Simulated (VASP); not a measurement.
Input:

```
Re
1.0
    1.40760    -2.43804     0.00000
    1.40760     2.43804     0.00000
    0.00000     0.00000     4.54920
Re
2
Direct
  0.33333   0.66667   0.25000
  0.66667   0.33333   0.75000
```

These are PBE GGA, VASP's PBE PAW potentials (set 64) (plane waves; VASP 6.6.1) values and carry that method's errors. Run with 400 eV cut-off, KSPACING 0.8 per Å, first-order Methfessel-Paxton smearing of 0.10 eV, potentials Re.

Problem. Give the stress tensor in GPa (positive for a compressed cell).

Solution. 
```
-13.48    0.00    0.00
  0.00  -13.48    0.00
  0.00    0.00  -17.34
```
The pressure is its mean diagonal, -14.77 GPa.

The compound is Re in the hcp structure. The cell was not relaxed at this level. The run is one of a series of settings (KGAMMA = .TRUE., KSPACING = 0.8, KPOINTS file removed against the base run), some of them coarse on purpose.
